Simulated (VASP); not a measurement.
# NbTe2 under strain, part 2 of 4

Aim: follow the pressure of NbTe2 through compression, expansion and shear. All runs use LDA. Left out of this account: at least 1 further run (fields: a reference on another mesh). The start is a computed cell from the Materials Project.

VASP 6.6.1; LDA; plane waves and PAW (Nb_sv, Te).

Still holding for the runs below: This run has no spin polarisation. Its electron count is odd, so without a moment it is a metal by construction. The k-mesh is coarse for a metal. Spin-orbit coupling is off here; it can split and shift levels that hold much weight on Nb and Te by tenths of an eV or more.

So far, pressure (GPa): step 2 (bands, cell as listed) -5.15.

### Step 3. Bands, volume times 1.04

The cell is expanded evenly, with fractional positions held.

INCAR reads:

```
SYSTEM = NbTe2
PREC = Accurate
ENCUT = 400
EDIFF = 1E-06
NELM = 100
ISMEAR = -1
SIGMA = 0.05
LREAL = .FALSE.
ALGO = Normal
GGA = CA
NBANDS = 25
LASPH = .TRUE.
LORBIT = 11
LWAVE = .FALSE.
LCHARG = .FALSE.
KPAR = 4
```

POSCAR reads:

```
NbTe2
1.0
    3.7694231685      0.0000000000      0.0000000000
   -1.8847115843      3.2644162215      0.0000000000
    0.0000000000      0.0000000000      7.2423333935
Nb Te
1 2
Direct
    0.0000000000      0.0000000000      0.0000000000
    0.6666666700      0.3333333300      0.7456322300
    0.3333333300      0.6666666700      0.2543677700
```

KPOINTS reads:

```
Automatic mesh
0
Gamma
9 9 4
0 0 0
```

KPOINTS_OPT reads:

```
Line mode
16
Line-mode
Reciprocal
  0.00000000   0.00000000   0.00000000 GAMMA
  0.50000000   0.00000000   0.00000000 M

  0.50000000   0.00000000   0.00000000 M
  0.33333333   0.33333333   0.00000000 K

  0.33333333   0.33333333   0.00000000 K
  0.00000000   0.00000000   0.00000000 GAMMA

  0.00000000   0.00000000   0.00000000 GAMMA
  0.00000000   0.00000000   0.50000000 A

  0.00000000   0.00000000   0.50000000 A
  0.50000000   0.00000000   0.50000000 L

  0.50000000   0.00000000   0.50000000 L
  0.33333333   0.33333333   0.50000000 H

  0.33333333   0.33333333   0.50000000 H
  0.00000000   0.00000000   0.50000000 A

  0.50000000   0.00000000   0.50000000 L
  0.50000000   0.00000000   0.00000000 M

  0.33333333   0.33333333   0.00000000 K
  0.33333333   0.33333333   0.50000000 H
```

PAW data sets: Nb_sv and Te (LDA family, release 64).

On the command line:

```
$ mpirun -np 4 vasp_std
```

Log:

```text
[... set-up lines as in an earlier step ...]
 entering main loop
       N       E                     dE             d eps       ncg     rms          rms(c)
DAV:   1     0.140263554970E+03    0.14026E+03   -0.93610E+03  2246   0.707E+02
DAV:   2    -0.117645074907E+02   -0.15203E+03   -0.14653E+03  3024   0.237E+02
DAV:   3    -0.205264940109E+02   -0.87620E+01   -0.86230E+01  3324   0.465E+01
DAV:   4    -0.209134063852E+02   -0.38691E+00   -0.38519E+00  2996   0.100E+01
DAV:   5    -0.209259251943E+02   -0.12519E-01   -0.12515E-01  3286   0.174E+00    0.933E+00
DAV:   6    -0.203145363861E+02    0.61139E+00   -0.72571E+00  3148   0.120E+01    0.635E+00
DAV:   7    -0.199806694272E+02    0.33387E+00   -0.22910E+00  3047   0.645E+00    0.298E+00
DAV:   8    -0.199272024882E+02    0.53467E-01   -0.16923E-01  3474   0.244E+00    0.545E-01
DAV:   9    -0.199257436934E+02    0.14588E-02   -0.97277E-03  2655   0.558E-01    0.350E-01
DAV:  10    -0.199255200740E+02    0.22362E-03   -0.77149E-04  3408   0.188E-01    0.166E-01
DAV:  11    -0.199254811340E+02    0.38940E-04   -0.12677E-04  3086   0.802E-02    0.440E-02
DAV:  12    -0.199254792566E+02    0.18774E-05   -0.42988E-05  3400   0.328E-02    0.171E-02
DAV:  13    -0.199254792111E+02    0.45527E-07   -0.11693E-06  1938   0.754E-03
   1 F= -.19925479E+02 E0= -.19915022E+02  d E =-.209152E-01
 Start KPOINTS_OPT (optional k-point list driver)
k-point batch [1-43\144]
       N       E                     dE             ncg
DAV:   1    -0.286214244271E+04   -0.25844E+05     2326
DAV:   2    -0.900982993336E+04   -0.61477E+04     2956
DAV:   3    -0.937494927603E+04   -0.36512E+03     3274
DAV:   4    -0.939172692582E+04   -0.16778E+02     3050
DAV:   5    -0.939216753801E+04   -0.44061E+00     3136
DAV:   6    -0.939217697381E+04   -0.94358E-02     3081
DAV:   7    -0.939217717126E+04   -0.19745E-03     3138
DAV:   8    -0.939217717482E+04   -0.35643E-05     2357
DAV:   9    -0.939217717508E+04   -0.26036E-06     2080
[...]
k-point batch [130-144\144]
       N       E                     dE             ncg
DAV:   1     0.143902689033E+05   -0.12635E+05      838
DAV:   2     0.124231391259E+05   -0.19671E+04     1035
DAV:   3     0.123138130879E+05   -0.10933E+03     1060
DAV:   4     0.123062654920E+05   -0.75476E+01     1163
DAV:   5     0.123061273133E+05   -0.13818E+00     1064
DAV:   6     0.123061233256E+05   -0.39877E-02     1116
DAV:   7     0.123061232715E+05   -0.54106E-04     1046
DAV:   8     0.123061232703E+05   -0.11799E-05      868
DAV:   9     0.123061232703E+05   -0.71381E-07      715
```

Elapsed: 54 s, on 4 MPI ranks of Intel Xeon Platinum 8488C (Sapphire Rapids), shared host; peak memory 0.9 GiB.

Parts of OUTCAR (step 3):

```text
  LATTYP: Found a hexagonal cell.
 ALAT       =     3.7694231685
 C/A-ratio  =     1.9213373160

The static configuration has the point symmetry D_3d.

 Found     43 irreducible k-points:

   dimension x,y,z NGX =    28 NGY =   28 NGZ =   48
   dimension x,y,z NGXF=    56 NGYF=   56 NGZF=   96

   ENCUT  =  400.0 eV  29.40 Ry    5.42 a.u.   6.15  6.15 11.81*2*pi/ulx,y,z

   NELECT =      25.0000    total number of electrons

 E-fermi :   6.4395

 k-point     1 :       0.0000    0.0000    0.0000
  band No.  band energies     occupation
    ...
      9       4.3327      2.00000
     10       5.7757      2.00000
     11       6.0368      1.99936
     12       6.4422      0.97289
     13       6.4422      0.97289
     14       7.2910      0.00000
     15       7.2910      0.00000
     16       9.7377      0.00000
     17       9.7377      0.00000
     18      11.1816      0.00000
    ...

 k-point     2 :       0.1111   -0.0000    0.0000
  band No.  band energies     occupation
    ...
      9       4.3813      2.00000
     10       5.5471      2.00000
     11       5.9310      1.99992
     12       6.0699      1.99877
     13       6.1437      1.99461
     14       7.1521      0.00000
     15       7.5524      0.00000
     16       9.2198      0.00000
     17       9.6497      0.00000
     18      11.8184      0.00000
    ...

  Total       -4.2689239     -4.2689239     -3.9666051      0.0000000      0.0000000     -0.0000000
  in kB      -76.7485282    -76.7485282    -71.3133133      0.0000000      0.0000000     -0.0000000
  external PRESSURE =     -74.9367899 kB  Pullay stress =       0.0000000 kB

  energy-cutoff  :      400.00
  volume of cell :       89.12
      direct lattice vectors                 reciprocal lattice vectors
     3.769423168  0.000000000  0.000000000     0.265292581  0.153166743  0.000000000
    -1.884711584  3.264416221  0.000000000     0.000000000  0.306333486  0.000000000
     0.000000000  0.000000000  7.242333394     0.000000000  0.000000000  0.138077046

 POSITION                                       TOTAL-FORCE (eV/Angst)
 -----------------------------------------------------------------------------------
      0.00000      0.00000      0.00000        -0.000000      0.000000     -0.000000
      1.88471      1.08814      5.40012         0.000000      0.000000      0.709265
     -0.00000      2.17628      1.84222        -0.000000     -0.000000     -0.709265
 -----------------------------------------------------------------------------------
    total drift:                                0.000000      0.000000     -0.000000

  FREE ENERGIE OF THE ION-ELECTRON SYSTEM (eV)
  ---------------------------------------------------
  free  energy   TOTEN  =       -19.9254792111 eV

  energy  without entropy=      -19.9045640402  energy(sigma->0) =      -19.91502163

 total charge
# of ion       s       p       d       tot
------------------------------------------
    1        2.145   5.988   2.399  10.532
    2        1.389   1.964   0.046   3.399
    3        1.389   1.964   0.046   3.399
--------------------------------------------------
tot          4.923   9.915   2.492  17.330

[... 2 parts as in an earlier step ...]

[... 7 further parts left out ...]
```

This step gave:

```
free energy (TOTEN)     : -19.93 eV
energy at zero smearing : -19.92 eV
Fermi energy            : 6.439 eV
pressure                : -7.494 GPa
```

Electronic bands along the path, in eV, zero at the Fermi level; # counts the bands kept in this run, so #1 is VASP's band 7:

| point | #3 | #4 | #5 | #6 | #7 | #8 | #9 | #10 |
| --- | --- | --- | --- | --- | --- | --- | --- | --- |
| Γ | -2.11 | -0.66 | -0.40 | 0.00 | 0.00 | 0.85 | 0.85 | 3.30 |
| 0.47 of the way | -2.60 | -2.02 | -0.93 | -0.82 | -0.48 | 0.81 | 1.25 | 2.85 |
| M | -3.02 | -2.44 | -2.32 | -0.88 | -0.72 | 1.24 | 1.68 | 2.72 |
| 0.47 of the way | -2.88 | -2.74 | -2.43 | -2.18 | 0.30 | 1.28 | 1.53 | 2.53 |
| K | -3.93 | -2.59 | -2.58 | -2.58 | 1.00 | 1.23 | 1.23 | 2.42 |
| 0.53 of the way | -2.93 | -2.01 | -1.88 | -0.93 | -0.13 | 1.02 | 1.18 | 2.39 |
| Γ | -2.11 | -0.66 | -0.40 | 0.00 | 0.00 | 0.85 | 0.85 | 3.30 |
| 0.47 of the way | -2.10 | -1.74 | 0.00 | 0.00 | 0.18 | 0.79 | 0.79 | 3.40 |
| A | -2.08 | -2.08 | 0.00 | 0.00 | 0.39 | 0.72 | 0.72 | 3.53 |
| 0.47 of the way | -2.57 | -2.04 | -1.71 | -0.80 | -0.25 | 1.35 | 1.36 | 2.20 |
| L | -3.11 | -2.42 | -1.46 | -1.03 | -0.63 | 1.24 | 1.72 | 3.03 |
| 0.47 of the way | -3.01 | -2.72 | -2.17 | -1.75 | -0.10 | 1.21 | 1.51 | 2.51 |
| H | -3.96 | -3.02 | -2.43 | -2.43 | 0.74 | 0.74 | 1.01 | 3.28 |
| 0.53 of the way | -2.87 | -2.01 | -1.89 | -1.38 | 0.21 | 0.72 | 1.69 | 2.30 |
| A | -2.08 | -2.08 | 0.00 | 0.00 | 0.39 | 0.72 | 0.72 | 3.53 |
| jump to L | -3.11 | -2.42 | -1.46 | -1.03 | -0.63 | 1.24 | 1.72 | 3.03 |
| 0.53 of the way | -3.05 | -2.37 | -2.04 | -0.79 | -0.76 | 1.24 | 1.71 | 2.96 |
| M | -3.02 | -2.44 | -2.32 | -0.88 | -0.72 | 1.24 | 1.68 | 2.72 |
| jump to K | -3.93 | -2.59 | -2.58 | -2.58 | 1.00 | 1.23 | 1.23 | 2.42 |
| 0.47 of the way | -3.95 | -2.77 | -2.51 | -2.51 | 0.98 | 0.98 | 1.00 | 2.81 |
| H | -3.96 | -3.02 | -2.43 | -2.43 | 0.74 | 0.74 | 1.01 | 3.28 |

Of the projections kept (Nb, Te), the largest for each band there, as a share of the weight inside these atoms' spheres; weight between the spheres isn't counted:

| point | #3 | #4 | #5 | #6 | #7 | #8 | #9 | #10 |
| --- | --- | --- | --- | --- | --- | --- | --- | --- |
| Γ | Nb 0.63 | Te 0.97 | Nb 0.89 | Nb 0.96 | Nb 0.96 | Te 0.99 | Te 0.99 | Te 0.57 |
| M | Te 0.53 | Te 0.93 | Nb 0.53 | Te 0.96 | Nb 0.78 | Nb 1.00 | Nb 0.94 | Nb 0.81 |
| K | Te 0.69 | Te 0.92 | Te 0.67 | Te 0.67 | Nb 0.95 | Nb 0.80 | Nb 0.80 | Nb 0.81 |
| Γ | Nb 0.63 | Te 0.97 | Nb 0.89 | Nb 0.96 | Nb 0.96 | Te 0.99 | Te 0.99 | Te 0.57 |
| A | Nb 0.64 | Nb 0.64 | Nb 0.96 | Nb 0.96 | Nb 0.79 | Te 0.99 | Te 0.99 | Te 0.57 |
| L | Te 0.57 | Nb 0.51 | Te 0.93 | Nb 0.85 | Te 0.95 | Nb 1.00 | Nb 0.95 | Nb 0.62 |

Force by atom:

| atom | x (eV/Å) | y (eV/Å) | z (eV/Å) | size |
| --- | --- | --- | --- | --- |
| Nb1 | 0.000 | 0.000 | 0.000 | 0.000 |
| Te2 | 0.000 | 0.000 | 0.709 | 0.709 |
| Te3 | 0.000 | 0.000 | -0.709 | 0.709 |

 The pressure is -7.49 GPa.

For the pressure, step 2 gave -5.15 GPa; this run, with cell volume +4.0 %, gives -7.49 GPa.

### Step 4. Bands, volume times 1.08

The cell is expanded evenly, with fractional positions held.

INCAR is that of step 3.

POSCAR reads:

```
NbTe2
1.0
    3.8171424516      0.0000000000      0.0000000000
   -1.9085712259      3.3057423329      0.0000000000
    0.0000000000      0.0000000000      7.3340182328
Nb Te
1 2
Direct
    0.0000000000      0.0000000000      0.0000000000
    0.6666666700      0.3333333300      0.7456322300
    0.3333333300      0.6666666700      0.2543677700
```

KPOINTS is that of step 3.

KPOINTS_OPT is that of step 3.

On the command line:

```
$ mpirun -np 4 vasp_std
```

Log:

```text
[... set-up lines as in an earlier step ...]
 entering main loop
       N       E                     dE             d eps       ncg     rms          rms(c)
DAV:   1     0.138927384059E+03    0.13893E+03   -0.93240E+03  2246   0.703E+02
DAV:   2    -0.115991989365E+02   -0.15053E+03   -0.14514E+03  3019   0.235E+02
DAV:   3    -0.204603934580E+02   -0.88612E+01   -0.87200E+01  3314   0.463E+01
DAV:   4    -0.208477483536E+02   -0.38735E+00   -0.38620E+00  3076   0.103E+01
DAV:   5    -0.208588034380E+02   -0.11055E-01   -0.11051E-01  3146   0.163E+00    0.902E+00
DAV:   6    -0.202561015816E+02    0.60270E+00   -0.94656E+00  3188   0.128E+01    0.654E+00
DAV:   7    -0.198068092227E+02    0.44929E+00   -0.30717E+00  3066   0.718E+00    0.297E+00
DAV:   8    -0.197499128006E+02    0.56896E-01   -0.19027E-01  3394   0.254E+00    0.559E-01
DAV:   9    -0.197478822943E+02    0.20305E-02   -0.12337E-02  2714   0.601E-01    0.375E-01
DAV:  10    -0.197476041295E+02    0.27816E-03   -0.88001E-04  3393   0.193E-01    0.210E-01
DAV:  11    -0.197475407956E+02    0.63334E-04   -0.17616E-04  3070   0.938E-02    0.539E-02
DAV:  12    -0.197475311870E+02    0.96086E-05   -0.92212E-05  3594   0.458E-02    0.186E-02
DAV:  13    -0.197475310905E+02    0.96480E-07   -0.40229E-06  2850   0.144E-02
   1 F= -.19747531E+02 E0= -.19736270E+02  d E =-.225221E-01
 Start KPOINTS_OPT (optional k-point list driver)
k-point batch [1-43\144]
       N       E                     dE             ncg
DAV:   1    -0.341192431016E+04   -0.26433E+05     2374
DAV:   2    -0.943345086269E+04   -0.60215E+04     3051
DAV:   3    -0.978415946445E+04   -0.35071E+03     3186
DAV:   4    -0.980113701262E+04   -0.16978E+02     3068
DAV:   5    -0.980156742611E+04   -0.43041E+00     3040
DAV:   6    -0.980157719214E+04   -0.97660E-02     3097
DAV:   7    -0.980157737595E+04   -0.18381E-03     3051
DAV:   8    -0.980157737962E+04   -0.36640E-05     2510
DAV:   9    -0.980157737985E+04   -0.22801E-06     2034
[...]
k-point batch [130-144\144]
       N       E                     dE             ncg
DAV:   1     0.143106664679E+05   -0.12682E+05      846
DAV:   2     0.123808868479E+05   -0.19298E+04     1059
DAV:   3     0.122726177934E+05   -0.10827E+03     1092
DAV:   4     0.122662307574E+05   -0.63870E+01     1115
DAV:   5     0.122660843234E+05   -0.14643E+00     1044
DAV:   6     0.122660801443E+05   -0.41792E-02     1088
DAV:   7     0.122660800813E+05   -0.62989E-04     1050
DAV:   8     0.122660800797E+05   -0.15428E-05      828
DAV:   9     0.122660800797E+05   -0.63636E-07      737
```

It took 44 s on 4 MPI ranks; peak memory 0.91 GiB; 2.8 min of CPU time.

OUTCAR, selected parts (step 4):

```text
  LATTYP: Found a hexagonal cell.
 ALAT       =     3.8171424516
 C/A-ratio  =     1.9213373160

The static configuration has the point symmetry D_3d.

 Found     43 irreducible k-points:

   ENCUT  =  400.0 eV  29.40 Ry    5.42 a.u.   6.22  6.22 11.96*2*pi/ulx,y,z

   NELECT =      25.0000    total number of electrons

 E-fermi :   6.0091

 k-point     1 :       0.0000    0.0000    0.0000
  band No.  band energies     occupation
    ...
      9       3.9784      2.00000
     10       5.3303      2.00000
     11       5.6598      1.99815
     12       6.0225      0.86744
     13       6.0225      0.86744
     14       6.7752      0.00000
     15       6.7752      0.00000
     16       9.1363      0.00000
     17       9.1363      0.00000
     18      10.4644      0.00000
    ...

 k-point     2 :       0.1111    0.0000    0.0000
  band No.  band energies     occupation
    ...
      9       4.0227      2.00000
     10       5.1369      2.00000
     11       5.4826      1.99995
     12       5.6545      1.99834
     13       5.7453      1.98984
     14       6.6672      0.00000
     15       7.0374      0.00000
     16       8.6594      0.00000
     17       9.0583      0.00000
     18      11.1044      0.00000
    ...

  Total       -5.4175790     -5.4175790     -5.3412625      0.0000000      0.0000000      0.0000000
  in kB      -93.7921475    -93.7921475    -92.4709147      0.0000000      0.0000000      0.0000000
  external PRESSURE =     -93.3517366 kB  Pullay stress =       0.0000000 kB

  energy-cutoff  :      400.00
  volume of cell :       92.54
      direct lattice vectors                 reciprocal lattice vectors
     3.817142452  0.000000000  0.000000000     0.261976076  0.151251958  0.000000000
    -1.908571226  3.305742333  0.000000000     0.000000000  0.302503916  0.000000000
     0.000000000  0.000000000  7.334018233     0.000000000  0.000000000  0.136350902

 POSITION                                       TOTAL-FORCE (eV/Angst)
 -----------------------------------------------------------------------------------
      0.00000      0.00000      0.00000         0.000000      0.000000      0.000000
      1.90857      1.10191      5.46848         0.000000      0.000000      1.062433
     -0.00000      2.20383      1.86554        -0.000000     -0.000000     -1.062433
 -----------------------------------------------------------------------------------
    total drift:                                0.000000      0.000000     -0.000000

  FREE ENERGIE OF THE ION-ELECTRON SYSTEM (eV)
  ---------------------------------------------------
  free  energy   TOTEN  =       -19.7475310905 eV

  energy  without entropy=      -19.7250090278  energy(sigma->0) =      -19.73627006

 total charge
# of ion       s       p       d       tot
------------------------------------------
    1        2.141   5.981   2.367  10.490
    2        1.390   1.949   0.042   3.380
    3        1.390   1.949   0.042   3.380
--------------------------------------------------
tot          4.920   9.879   2.451  17.251

[... 3 parts as in an earlier step ...]

[... 7 further parts left out ...]
```

Numbers from this step:

| Property | Result |
| --- | --- |
| free energy (TOTEN) | -19.75 eV |
| energy at zero smearing | -19.74 eV |
| Fermi energy | 6.009 eV |
| pressure | -9.335 GPa |

The electronic bands at the labelled points (eV, zero at the Fermi level; # counts the bands kept in this run, so #1 is VASP's band 7):

| point | #3 | #4 | #5 | #6 | #7 | #8 | #9 | #10 |
| --- | --- | --- | --- | --- | --- | --- | --- | --- |
| Γ | -2.03 | -0.68 | -0.35 | 0.01 | 0.01 | 0.77 | 0.77 | 3.13 |
| 0.47 of the way | -2.53 | -1.95 | -0.95 | -0.80 | -0.44 | 0.78 | 1.17 | 2.70 |
| M | -2.92 | -2.36 | -2.24 | -0.87 | -0.68 | 1.17 | 1.60 | 2.64 |
| 0.53 of the way | -2.76 | -2.67 | -2.56 | -2.14 | 0.39 | 1.22 | 1.41 | 2.30 |
| K | -3.76 | -2.51 | -2.51 | -2.51 | 0.95 | 1.17 | 1.17 | 2.33 |
| 0.47 of the way | -3.25 | -2.09 | -2.09 | -1.17 | 0.01 | 0.97 | 1.26 | 2.13 |
| Γ | -2.03 | -0.68 | -0.35 | 0.01 | 0.01 | 0.77 | 0.77 | 3.13 |
| 0.53 of the way | -2.02 | -1.86 | 0.01 | 0.01 | 0.21 | 0.70 | 0.70 | 3.25 |
| A | -2.01 | -2.01 | 0.01 | 0.01 | 0.35 | 0.64 | 0.64 | 3.34 |
| 0.47 of the way | -2.48 | -1.97 | -1.66 | -0.77 | -0.24 | 1.26 | 1.28 | 2.10 |
| L | -3.00 | -2.33 | -1.45 | -0.96 | -0.64 | 1.17 | 1.62 | 2.90 |
| 0.53 of the way | -2.90 | -2.68 | -2.29 | -1.81 | 0.02 | 1.11 | 1.38 | 2.44 |
| H | -3.82 | -2.91 | -2.37 | -2.37 | 0.73 | 0.73 | 0.96 | 3.13 |
| 0.47 of the way | -2.79 | -2.14 | -1.97 | -1.50 | 0.28 | 0.57 | 1.60 | 2.12 |
| A | -2.01 | -2.01 | 0.01 | 0.01 | 0.35 | 0.64 | 0.64 | 3.34 |
| jump to L | -3.00 | -2.33 | -1.45 | -0.96 | -0.64 | 1.17 | 1.62 | 2.90 |
| 0.47 of the way | -2.96 | -2.29 | -1.90 | -0.78 | -0.74 | 1.17 | 1.62 | 2.97 |
| M | -2.92 | -2.36 | -2.24 | -0.87 | -0.68 | 1.17 | 1.60 | 2.64 |
| jump to K | -3.76 | -2.51 | -2.51 | -2.51 | 0.95 | 1.17 | 1.17 | 2.33 |
| 0.47 of the way | -3.79 | -2.68 | -2.45 | -2.45 | 0.94 | 0.94 | 0.96 | 2.69 |
| H | -3.82 | -2.91 | -2.37 | -2.37 | 0.73 | 0.73 | 0.96 | 3.13 |

Of the projections kept (Nb, Te), the largest for each band there, as a share of the weight inside these atoms' spheres; weight between the spheres isn't counted:

| point | #3 | #4 | #5 | #6 | #7 | #8 | #9 | #10 |
| --- | --- | --- | --- | --- | --- | --- | --- | --- |
| Γ | Nb 0.63 | Te 0.97 | Nb 0.89 | Nb 0.96 | Nb 0.96 | Te 0.99 | Te 0.99 | Te 0.56 |
| M | Te 0.53 | Te 0.93 | Nb 0.53 | Te 0.96 | Nb 0.79 | Nb 1.00 | Nb 0.95 | Nb 0.81 |
| K | Te 0.69 | Te 0.93 | Te 0.67 | Te 0.67 | Nb 0.96 | Nb 0.81 | Nb 0.81 | Nb 0.81 |
| Γ | Nb 0.63 | Te 0.97 | Nb 0.89 | Nb 0.96 | Nb 0.96 | Te 0.99 | Te 0.99 | Te 0.56 |
| A | Nb 0.64 | Nb 0.64 | Nb 0.96 | Nb 0.96 | Nb 0.80 | Te 0.99 | Te 0.99 | Te 0.56 |
| L | Te 0.57 | Nb 0.51 | Te 0.94 | Nb 0.86 | Te 0.95 | Nb 1.00 | Nb 0.95 | Nb 0.62 |

Force by atom:

| atom | x (eV/Å) | y (eV/Å) | z (eV/Å) | size |
| --- | --- | --- | --- | --- |
| Nb1 | 0.00 | 0.00 | 0.00 | 0.00 |
| Te2 | 0.00 | 0.00 | 1.06 | 1.06 |
| Te3 | 0.00 | 0.00 | -1.06 | 1.06 |

 The pressure is -9.34 GPa.

Between step 2 and this run (cell volume +8.0 %) the value for the pressure moves from -5.15 GPa to -9.34 GPa.

(Continued in part 3 of 4.)

[Lines on the potential files, build, host, timing and source positions are cut from VASP's logs without a mark.]

[Logs are printed without paths, hosts, clocks, repeated set-up lines and the standing remarks that a program may print on its own settings, such as how far it seeks lower states.]

[Hosts, paths, dates, database ids (printed as entryN), source tags and the programs' standing remarks are cut or masked in the printed files.]

[A measured line is paired with the nearest computed mode of its activity, which favours agreement.]

[In band tables of VASP the shares of atoms and orbitals are scaled to a sum of 1 inside the atoms' spheres.]
